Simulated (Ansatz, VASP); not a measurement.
**PtSe2: VASP beside Ansatz**

Aim: how closely do two programs agree when they are given the same cell, functional and k mesh? The cell is taken from a series of runs on this material, whose earlier steps may have relaxed, scaled, displaced or heated it; both programs get it as it stands.

Program: Ansatz 0.2.0. Level of theory: plane waves, with VASP 6.6.1 beside it; PBE. Results are calculated unless marked as measured.

### 1. The starting structure

The cell holds 3 atoms: 1 Pt and 2 Se. Its edges and angles: a = 3.781 Å, b = 3.673 Å, c = 30.460 Å, α = 90.0°, β = 90.0°, γ = 121.0°. Vacuum lies along c.

### 2. VASP: zone-centre phonons, PBE

Second derivatives magnify differences that forces hide, and they need a tight electronic threshold.

Lines of VASP's logs that name or quote its potential files are left out, and so is its time.

File INCAR:

```
SYSTEM = PtSe2
PREC = Accurate
ENCUT = 500
EDIFF = 1E-08
NELM = 120
ISMEAR = 1
SIGMA = 0.2
LREAL = .FALSE.
ALGO = Normal
GGA = PE
NBANDS = 17
LASPH = .TRUE.
LORBIT = 11
LWAVE = .FALSE.
LCHARG = .FALSE.
ISIF = 2
IBRION = 8
GGA_COMPAT = .FALSE.
NELMDL = -8
KPAR = 2
```

File POSCAR:

```
PtSe2
1.0
    3.7810783671      0.0000000000      0.0000000000
   -1.8905391835      3.1485672303      0.0000000000
    0.0000000000      0.0000000000     30.4600000000
Pt Se
1 2
Direct
    0.3262644751      0.6525289502      0.3282994091
    0.6702010958      0.3404021917      0.3751948214
    0.6702010958      0.3404021917      0.2814039968
```

File KPOINTS:

```
Automatic mesh
0
Gamma
15 15 1
0 0 0
```

The projector-augmented-wave data sets are Pt and Se (PBE family, release 64).

The run is started by

```
$ mpirun -np 2 vasp_std
```

Numbers of over 12 decimals in the logs are rounded to 6 here.

The log of the run:

```text
[banner, memory and clock lines left out]
running    2 mpi-ranks, on    1 nodes
 distrk:  each k-point on    1 cores,    2 groups
 distr:  one band on    1 cores,    1 groups

 POSCAR found type information on POSCAR PtSe
 POSCAR found :  2 types and       3 ions
 LDA part: xc-table for (Slater+PW92), standard interpolation
 POSCAR, INCAR and KPOINTS ok, starting setup
 FFT: planning ... GRIDC
 FFT: planning ... GRID_SOFT
 FFT: planning ... GRID
 WAVECAR not read
 entering main loop
       N       E                     dE             d eps       ncg     rms          rms(c)
DAV:   1     0.170446463300E+03    0.17045E+03   -0.65872E+03  2176   0.871E+02
DAV:   2     0.633872933875E+01   -0.16411E+03   -0.15668E+03  3685   0.155E+02
DAV:   3    -0.131133065555E+02   -0.19452E+02   -0.19270E+02  2721   0.672E+01
DAV:   4    -0.134492083717E+02   -0.33590E+00   -0.33313E+00  2881   0.104E+01
DAV:   5    -0.134548352650E+02   -0.56269E-02   -0.56249E-02  2972   0.129E+00
DAV:   6    -0.134549962101E+02   -0.16095E-03   -0.16094E-03  3082   0.202E-01
DAV:   7    -0.134550018241E+02   -0.56140E-05   -0.56141E-05  3208   0.311E-02
DAV:   8    -0.134550019939E+02   -0.16974E-06   -0.16973E-06  3154   0.432E-03    0.120E+01
DAV:   9    -0.131515246990E+02    0.30348E+00   -0.47923E+00  2961   0.157E+01    0.819E+00
DAV:  10    -0.130279797174E+02    0.12354E+00   -0.19136E+00  2700   0.126E+01    0.350E+00
DAV:  11    -0.129143367417E+02    0.11364E+00   -0.35799E-01  2708   0.485E+00    0.384E-01
DAV:  12    -0.129138520690E+02    0.48467E-03   -0.23908E-02  2825   0.105E+00    0.203E-01
DAV:  13    -0.129137738138E+02    0.78255E-04   -0.97346E-04  2905   0.211E-01    0.101E-01
DAV:  14    -0.129137355663E+02    0.38248E-04   -0.93218E-05  2875   0.607E-02    0.346E-02
[...]
DAV:  23    -0.129138465055E+02   -0.15491E-05   -0.27470E-08  2260   0.559E-04    0.239E-04
DAV:  24    -0.129138471293E+02   -0.62381E-06   -0.13950E-08  2182   0.310E-04    0.183E-04
DAV:  25    -0.129138474110E+02   -0.28177E-06   -0.27945E-09  2290   0.155E-04    0.567E-05
DAV:  26    -0.129138476195E+02   -0.20850E-06   -0.98572E-10  2257   0.125E-04    0.419E-05
DAV:  27    -0.129138477308E+02   -0.11126E-06   -0.34781E-11  2234   0.914E-05    0.139E-05
DAV:  28    -0.129138477656E+02   -0.34830E-07    0.74356E-10  2246   0.398E-05    0.188E-05
DAV:  29    -0.129138477802E+02   -0.14603E-07    0.81642E-10  1830   0.215E-05    0.902E-06
DAV:  30    -0.129138477837E+02   -0.35029E-08    0.85460E-10  2026   0.204E-05
   1 F= -.12913848E+02 E0= -.12913216E+02  d E =-.189666E-02
 Linear response reoptimize wavefunctions to high precision
DAV:   1    -0.129138477849E+02   -0.11491E-08    0.88590E-10  2013   0.685E-06
DAV:   2    -0.129138477849E+02   -0.47294E-10    0.89041E-10  2127   0.149E-06
 Linear response DOF=           6
 Linear response progress:
  Degree of freedom:   1/  6
       N       E                     dE             d eps       ncg     rms          rms(c)
RMM:   1    -0.258624516876E+00   -0.25862E+00   -0.27883E-01  7011   0.326E+00
RMM:   2    -0.252925374469E+00    0.56991E-02   -0.72338E-03  5983   0.488E-01    0.184E-01
RMM:   3    -0.253018625915E+00   -0.93251E-04   -0.30010E-04  5840   0.105E-01    0.113E-01
RMM:   4    -0.253668528399E+00   -0.64990E-03   -0.43527E-04  6185   0.119E-01    0.210E-02
RMM:   5    -0.253629225736E+00    0.39303E-04   -0.25352E-05  6167   0.302E-02    0.854E-03
RMM:   6    -0.253617543924E+00    0.11682E-04   -0.52964E-06  6445   0.120E-02    0.169E-03
RMM:   7    -0.253608811955E+00    0.87320E-05   -0.49898E-07  6556   0.431E-03    0.874E-04
RMM:   8    -0.253601559900E+00    0.72521E-05   -0.29771E-07  6773   0.141E-03    0.481E-04
RMM:   9    -0.253598654248E+00    0.29057E-05   -0.15248E-07  6619   0.761E-04    0.119E-04
RMM:  10    -0.253597545299E+00    0.11089E-05   -0.18421E-08  6789   0.266E-04    0.270E-05
RMM:  11    -0.253597755018E+00   -0.20972E-06   -0.28226E-08  7137   0.989E-05    0.246E-05
RMM:  12    -0.253598101240E+00   -0.34622E-06   -0.76203E-09  6735   0.529E-05    0.381E-06
RMM:  13    -0.253598185000E+00   -0.83760E-07   -0.60951E-09  7041   0.290E-05    0.329E-06
RMM:  14    -0.253598143273E+00    0.41727E-07   -0.27544E-09  6791   0.202E-05    0.715E-07
RMM:  15    -0.253598145601E+00   -0.23277E-08   -0.10459E-09  6389   0.179E-05    0.516E-07
 first order change of Fermi-energy   0.39990E-02
 force on displaced ion       1 direction 1 :  -3.289  -0.073   0.000
 Linear response progress:
  Degree of freedom:   2/  6
       N       E                     dE             d eps       ncg     rms          rms(c)
RMM:   1    -0.257404222139E+00   -0.25740E+00   -0.27537E-01  3967   0.325E+00
RMM:   2    -0.252841826806E+00    0.45624E-02   -0.69257E-03  3384   0.480E-01    0.181E-01
RMM:   3    -0.252860318951E+00   -0.18492E-04   -0.36222E-04  3309   0.112E-01    0.110E-01
RMM:   4    -0.253446222490E+00   -0.58590E-03   -0.53767E-04  3671   0.127E-01    0.234E-02
RMM:   5    -0.253421934863E+00    0.24288E-04   -0.29688E-05  3596   0.336E-02    0.118E-02
RMM:   6    -0.253401532405E+00    0.20402E-04   -0.11840E-05  3722   0.188E-02    0.434E-03
RMM:   7    -0.253401197256E+00    0.33515E-06   -0.81830E-07  3779   0.559E-03    0.988E-04
RMM:   8    -0.253387419420E+00    0.13778E-04   -0.16999E-07  3796   0.218E-03    0.514E-04
[...]
first order change of Fermi-energy   0.14662E+00
 force on displaced ion       1 direction 2 :  -0.000  -3.699   0.000
 Linear response progress:
  Degree of freedom:   3/  6
       N       E                     dE             d eps       ncg     rms          rms(c)
RMM:   1    -0.289738084947E+00   -0.28974E+00   -0.25834E-01  4041   0.319E+00
RMM:   2    -0.284277935835E+00    0.54601E-02   -0.71541E-03  3427   0.533E-01    0.241E-01
RMM:   3    -0.284540519247E+00   -0.26258E-03   -0.18369E-03  3881   0.177E-01    0.160E-01
RMM:   4    -0.284016849885E+00    0.52367E-03   -0.83227E-04  3816   0.111E-01    0.109E-01
RMM:   5    -0.284399071989E+00   -0.38222E-03   -0.17596E-04  3751   0.768E-02    0.817E-03
RMM:   6    -0.284405890117E+00   -0.68181E-05   -0.54760E-06  3798   0.136E-02    0.423E-03
RMM:   7    -0.284401047754E+00    0.48424E-05   -0.24675E-06  3750   0.672E-03    0.111E-03
RMM:   8    -0.284396126359E+00    0.49214E-05   -0.16160E-07  3796   0.204E-03    0.603E-04
RMM:   9    -0.284393447006E+00    0.26794E-05   -0.26722E-07  3872   0.970E-04    0.177E-04
RMM:  10    -0.284394295234E+00   -0.84823E-06   -0.53165E-08  3939   0.283E-04    0.135E-04
RMM:  11    -0.284395108870E+00   -0.81364E-06   -0.80425E-09  3840   0.255E-04    0.801E-05
RMM:  12    -0.284395384054E+00   -0.27518E-06    0.78963E-09  3967   0.313E-04    0.448E-05
RMM:  13    -0.284394799758E+00    0.58430E-06    0.21281E-07  4005   0.152E-04    0.173E-05
RMM:  14    -0.284394779326E+00    0.20432E-07    0.51249E-08  4095   0.106E-04    0.122E-05
RMM:  15    -0.284394841009E+00   -0.61684E-07   -0.17500E-08  4049   0.602E-05    0.391E-06
RMM:  16    -0.284394849456E+00   -0.84472E-08   -0.63841E-08  4017   0.420E-05    0.282E-06
 first order change of Fermi-energy   0.18647E-03
 force on displaced ion       1 direction 3 :   0.000   0.002  -4.553
 Linear response progress:
  Degree of freedom:   4/  6
       N       E                     dE             d eps       ncg     rms          rms(c)
RMM:   1    -0.756619235453E-01   -0.75662E-01    0.56222E-02  9363   0.149E+00
RMM:   2    -0.746936853218E-01    0.96824E-03   -0.24475E-03  5943   0.248E-01    0.101E-01
RMM:   3    -0.746370687973E-01    0.56617E-04   -0.12155E-04  6240   0.580E-02    0.577E-02
RMM:   4    -0.746573033924E-01   -0.20235E-04   -0.39550E-05  6624   0.376E-02    0.883E-03
RMM:   5    -0.746702904864E-01   -0.12987E-04   -0.17186E-06  6836   0.822E-03    0.201E-03
RMM:   6    -0.746703062714E-01   -0.15785E-07    0.22748E-07  6987   0.243E-03    0.960E-04
RMM:   7    -0.746702135524E-01    0.92719E-07   -0.40981E-07  6870   0.875E-04    0.439E-04
RMM:   8    -0.746699234683E-01    0.29008E-06   -0.16704E-07  6883   0.478E-04    0.137E-04
RMM:   9    -0.746699720091E-01   -0.48541E-07   -0.10513E-07  6971   0.190E-04    0.576E-05
RMM:  10    -0.746700751832E-01   -0.10317E-06   -0.77655E-08  6874   0.862E-05    0.239E-05
RMM:  11    -0.746701522180E-01   -0.77035E-07   -0.36528E-08  6854   0.578E-05    0.546E-06
RMM:  12    -0.746701612326E-01   -0.90146E-08   -0.22111E-08  7172   0.268E-05    0.280E-06
 first order change of Fermi-energy  -0.18995E-02
 force on displaced ion       2 direction 1 :  -2.335  -0.023   0.005
 Linear response progress:
  Degree of freedom:   5/  6
       N       E                     dE             d eps       ncg     rms          rms(c)
RMM:   1    -0.748495743877E-01   -0.74850E-01    0.48838E-02  5186   0.148E+00
RMM:   2    -0.737770042881E-01    0.10726E-02   -0.23482E-03  3371   0.244E-01    0.912E-02
RMM:   3    -0.737084936288E-01    0.68511E-04   -0.10765E-04  3813   0.554E-02    0.530E-02
RMM:   4    -0.737233583324E-01   -0.14865E-04   -0.93928E-05  3880   0.391E-02    0.311E-02
RMM:   5    -0.736890687366E-01    0.34290E-04   -0.22521E-05  3868   0.228E-02    0.556E-03
RMM:   6    -0.736990492443E-01   -0.99805E-05   -0.17582E-07  3863   0.606E-03    0.163E-03
RMM:   7    -0.736998304873E-01   -0.78124E-06   -0.51441E-07  3927   0.217E-03    0.744E-04
RMM:   8    -0.736995588656E-01    0.27162E-06    0.88573E-08  3855   0.835E-04    0.347E-04
RMM:   9    -0.736988064670E-01    0.75240E-06   -0.26834E-08  3893   0.448E-04    0.829E-05
RMM:  10    -0.736987681350E-01    0.38332E-07   -0.58781E-10  3963   0.134E-04    0.437E-05
RMM:  11    -0.736987843237E-01   -0.16189E-07   -0.10258E-08  3908   0.112E-04    0.236E-05
RMM:  12    -0.736988014075E-01   -0.17084E-07   -0.30199E-08  3925   0.821E-05    0.126E-05
RMM:  13    -0.736988064397E-01   -0.50322E-08   -0.47555E-08  4006   0.704E-05    0.735E-06
 first order change of Fermi-energy  -0.75111E-01
 force on displaced ion       2 direction 2 :  -0.000  -2.371   0.280
 Linear response progress:
  Degree of freedom:   6/  6
       N       E                     dE             d eps       ncg     rms          rms(c)
RMM:   1    -0.114656173769E+00   -0.11466E+00    0.50630E-02  4863   0.144E+00
RMM:   2    -0.113920902964E+00    0.73527E-03   -0.20761E-03  3561   0.247E-01    0.217E-01
RMM:   3    -0.113746978895E+00    0.17392E-03   -0.52053E-04  3865   0.106E-01    0.121E-01
RMM:   4    -0.113722146543E+00    0.24832E-04   -0.66946E-04  3982   0.100E-01    0.102E-01
RMM:   5    -0.113484348535E+00    0.23780E-03   -0.13676E-04  3870   0.493E-02    0.147E-02
RMM:   6    -0.113487848954E+00   -0.35004E-05   -0.94582E-06  3846   0.149E-02    0.600E-03
RMM:   7    -0.113493554167E+00   -0.57052E-05   -0.18822E-06  3805   0.777E-03    0.171E-03
RMM:   8    -0.113491903172E+00    0.16510E-05   -0.89141E-08  3853   0.142E-03    0.625E-04
RMM:   9    -0.113490392191E+00    0.15110E-05   -0.17819E-08  3909   0.752E-04    0.123E-04
RMM:  10    -0.113490631070E+00   -0.23888E-06   -0.24357E-08  3942   0.214E-04    0.621E-05
RMM:  11    -0.113490937272E+00   -0.30620E-06   -0.28947E-08  3974   0.209E-04    0.331E-05
RMM:  12    -0.113491029987E+00   -0.92715E-07   -0.63793E-08  4039   0.122E-04    0.231E-05
RMM:  13    -0.113491209726E+00   -0.17974E-06   -0.32142E-07  4113   0.120E-04    0.123E-05
RMM:  14    -0.113491307720E+00   -0.97995E-07   -0.13809E-07  4117   0.832E-05    0.512E-06
RMM:  15    -0.113491343616E+00   -0.35896E-07   -0.12300E-07  4117   0.482E-05    0.362E-06
RMM:  16    -0.113491363422E+00   -0.19806E-07   -0.45038E-08  4048   0.386E-05    0.260E-06
RMM:  17    -0.113491369888E+00   -0.64655E-08   -0.74107E-08  3781   0.315E-05    0.145E-06
 first order change of Fermi-energy  -0.10811E+01
 force on displaced ion       2 direction 3 :   0.000   0.285  -6.397
 Linear response finished
```

OUTCAR, selected parts (step 2):

```text
ion  position               nearest neighbor table
   1  0.326  0.653  0.328-   3 2.57   2 2.57   3 2.57   2 2.57   3 2.59   2 2.59
   2  0.670  0.340  0.375-   1 2.57   1 2.57   1 2.59
   3  0.670  0.340  0.281-   1 2.57   1 2.57   1 2.59

  LATTYP: Found a base centered orthorhombic cell.
 ALAT       =     3.7810783671
 B/A-ratio  =     1.6654334688
 C/A-ratio  =     8.0559028517

 Subroutine GETGRP returns: Found  4 space group operations
 (whereof  2 operations were pure point group operations)

The static configuration has the point symmetry C_1h.
 The point group associated with its full space group is C_2v.

 Found     64 irreducible k-points:

   k-points           NKPTS =     64   k-points in BZ     NKDIM =     64   number of bands    NBANDS=     17

   dimension x,y,z NGX =    28 NGY =   28 NGZ =  224
   dimension x,y,z NGXF=    56 NGYF=   56 NGZF=  448

   ENCUT  =  500.0 eV  36.75 Ry    6.06 a.u.   6.89  6.70 55.54*2*pi/ulx,y,z

   NELECT =      22.0000    total number of electrons

 k-points in reciprocal lattice and weights: Automatic mesh
   0.00000000  0.00000000  0.00000000       0.004
   0.06666667  0.00000000  0.00000000       0.018
   0.13333333 -0.00000000  0.00000000       0.018
   0.20000000  0.00000000  0.00000000       0.018
   0.26666667 -0.00000000  0.00000000       0.018
   0.33333333  0.00000000  0.00000000       0.018
   0.40000000  0.00000000  0.00000000       0.018
   0.46666667  0.00000000  0.00000000       0.018
   0.00000000  0.06666667  0.00000000       0.009
[...]
0.00000000  0.46666667  0.00000000       0.009
   0.06666667  0.46666667  0.00000000       0.009

 average (electrostatic) potential at core
       1 -77.3098       2 -62.1626       3 -62.1626

  Total       -1.0503781     -0.3887707     -0.0119887     -0.0000000      0.0000000      0.0000000
  in kB       -4.6408518     -1.7176930     -0.0529693     -0.0000000      0.0000000      0.0000000
  external PRESSURE =      -2.1371714 kB  Pullay stress =       0.0000000 kB

  energy-cutoff  :      500.00
  volume of cell :      362.63
      direct lattice vectors                 reciprocal lattice vectors
     3.781078367  0.000000000  0.000000000     0.264474815  0.158802390  0.000000000
    -1.890539184  3.148567230  0.000000000     0.000000000  0.317604779  0.000000000
     0.000000000  0.000000000 30.460000000     0.000000000  0.000000000  0.032829941

 POSITION                                       TOTAL-FORCE (eV/Angst)
 -----------------------------------------------------------------------------------
      0.00000      2.05453     10.00000         0.000000      0.001693      0.000000
      1.89054      1.07178     11.42843        -0.000000     -0.000847      0.000295
      1.89054      1.07178      8.57157        -0.000000     -0.000847     -0.000295
 -----------------------------------------------------------------------------------
    total drift:                                0.000000      0.000044     -0.000009

 Eigenvectors and eigenvalues of the dynamical matrix
 ----------------------------------------------------

   1 f  =    5.704479 THz    35.842301 2PiTHz  190.280952 cm-1    23.591821 meV
             X         Y         Z           dx          dy          dz
      0.000000  2.054531 10.000000     0.000000    0.017087    0.000000
      1.890539  1.071779 11.428434    -0.000000   -0.013323   -0.706878
      1.890539  1.071779  8.571566    -0.000000   -0.013323    0.706878

   2 f  =    3.788866 THz    23.806146 2PiTHz  126.382959 cm-1    15.669483 meV
             X         Y         Z           dx          dy          dz
      0.000000  2.054531 10.000000     0.000000   -0.000000    0.587658
      1.890539  1.071779 11.428434     0.000000    0.336683   -0.462573
      1.890539  1.071779  8.571566    -0.000000   -0.336683   -0.462573

   3 f  =    3.213889 THz    20.193463 2PiTHz  107.203812 cm-1    13.291573 meV
             X         Y         Z           dx          dy          dz
      0.000000  2.054531 10.000000     0.000000    0.669113    0.000000
      1.890539  1.071779 11.428434    -0.000000   -0.525186    0.017986
      1.890539  1.071779  8.571566    -0.000000   -0.525186   -0.017986

   4 f  =    3.062624 THz    19.243037 2PiTHz  102.158157 cm-1    12.665991 meV
             X         Y         Z           dx          dy          dz
      0.000000  2.054531 10.000000    -0.000000    0.000000    0.000000
      1.890539  1.071779 11.428434    -0.707107   -0.000000   -0.000000
      1.890539  1.071779  8.571566     0.707107    0.000000   -0.000000

   5 f  =    3.032664 THz    19.054793 2PiTHz  101.158798 cm-1    12.542087 meV
             X         Y         Z           dx          dy          dz
      0.000000  2.054531 10.000000    -0.669394    0.000000    0.000000
      1.890539  1.071779 11.428434     0.525315   -0.000000    0.000000
      1.890539  1.071779  8.571566     0.525315   -0.000000   -0.000000

   6 f  =    2.718088 THz    17.078248 2PiTHz   90.665642 cm-1    11.241102 meV
             X         Y         Z           dx          dy          dz
      0.000000  2.054531 10.000000    -0.000000    0.000000   -0.317868
      1.890539  1.071779 11.428434    -0.000000    0.621807    0.250670
      1.890539  1.071779  8.571566     0.000000   -0.621807    0.250670

   7 f/i=    0.002135 THz     0.013417 2PiTHz    0.071228 cm-1     0.008831 meV
             X         Y         Z           dx          dy          dz
      0.000000  2.054531 10.000000     0.000000    0.742964   -0.000000
      1.890539  1.071779 11.428434     0.000000    0.473289    0.000059
      1.890539  1.071779  8.571566     0.000000    0.473289   -0.000059

   8 f/i=    0.002203 THz     0.013841 2PiTHz    0.073477 cm-1     0.009110 meV
             X         Y         Z           dx          dy          dz
      0.000000  2.054531 10.000000     0.742908   -0.000000   -0.000000
      1.890539  1.071779 11.428434     0.473333   -0.000000   -0.000000
      1.890539  1.071779  8.571566     0.473333   -0.000000   -0.000000

   9 f/i=    0.003409 THz     0.021417 2PiTHz    0.113697 cm-1     0.014097 meV
             X         Y         Z           dx          dy          dz
      0.000000  2.054531 10.000000     0.000000    0.000000    0.744055
      1.890539  1.071779 11.428434     0.000000   -0.000272    0.472431
      1.890539  1.071779  8.571566     0.000000    0.000272    0.472431

 ELASTIC MODULI CONTR FROM IONIC RELAXATION (kBar)
 Direction    XX          YY          ZZ          XY          YZ          ZX
 --------------------------------------------------------------------------------
 XX        -161.7490    -86.9752   -154.6241     -0.0000     -0.0000      0.0000
 YY         -86.9752   -125.0913   -140.2225     -0.0000     -0.0000      0.0000
 ZZ        -154.6241   -140.2225   -189.4093     -0.0000     -0.0000      0.0000
 XY          -0.0000     -0.0000     -0.0000    -59.2489     -0.0000      0.0000
 YZ          -0.0000     -0.0000     -0.0000     -0.0000    -49.6838     -0.0000
 ZX           0.0000      0.0000      0.0000      0.0000     -0.0000    -50.8377
 --------------------------------------------------------------------------------
```

(Continued in part 2 of 2.)

[Lines on the potential files, build, host, timing and source positions are cut from VASP's logs without a mark.]

[Logs are printed without paths, hosts, clocks, repeated set-up lines and the standing remarks that a program may print on its own settings, such as how far it seeks lower states.]

[Hosts, paths, dates, database ids (printed as entryN), source tags and the programs' standing remarks are cut or masked in the printed files.]
